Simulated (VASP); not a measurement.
Band gaps of PbO (litharge) from VASP (PAW), without and with spin-orbit coupling. Semilocal levels are at their own relaxed cell, hybrids and mBJ at PBE's; 0.00 means no gap at that level. Unless said otherwise, spin-orbit coupling is left out, though it shifts the bands of the heavy elements here.

The cell of the r2SCAN run:

```cif
data_O2Pb2
_chemical_formula_sum 'Pb2 O2'
_space_group_name_H-M_alt 'P4/nmm :1'
_space_group_IT_number 129
_space_group_name_Hall 'P 4ab 2ab -1ab'
_cell_length_a 3.99662
_cell_length_b 3.99662
_cell_length_c 5.26154
_cell_angle_alpha 90.000
_cell_angle_beta 90.000
_cell_angle_gamma 90.000
loop_
_space_group_symop_operation_xyz
  'x, y, z'
  '-y+1/2, x+1/2, z'
  '-x, -y, z'
  'y+1/2, -x+1/2, z'
  'x+1/2, -y+1/2, -z'
  '-y, -x, -z'
  '-x+1/2, y+1/2, -z'
  'y, x, -z'
  '-x+1/2, -y+1/2, -z'
  'y, -x, -z'
  'x+1/2, y+1/2, -z'
  '-y, x, -z'
  '-x, y, z'
  'y+1/2, x+1/2, z'
  'x, -y, z'
  '-y+1/2, -x+1/2, z'
loop_
_atom_site_label
_atom_site_type_symbol
_atom_site_symmetry_multiplicity
_atom_site_Wyckoff_symbol
_atom_site_fract_x
_atom_site_fract_y
_atom_site_fract_z
_atom_site_occupancy
Pb1 Pb 2 c 0.00000 0.50000 0.22627 1
O1 O 2 a 0.00000 0.00000 0.00000 1
```

```json
[
 {"level": "r2SCAN", "gap without SOC (eV)": "1.77", "gap with SOC (eV)": "…", "shift (eV)": "…"}
]
```

Problem. What belongs in the gaps?

Solution. 
- r2SCAN, gap with SOC (eV): 1.74
- r2SCAN, shift (eV): -0.03

Only levels that ran to the end are used. Left out are those held back, those with too coarse a band path, GW runs whose mesh misses a band edge, hybrids' fits of cells that aren't cubic and levels without matching references; a question may draw on a part of the rest.

The compound is PbO in the litharge structure. It was relaxed first, which changed the volume by +6 %. Symmetry was kept, so distortions that lower it aren't found.
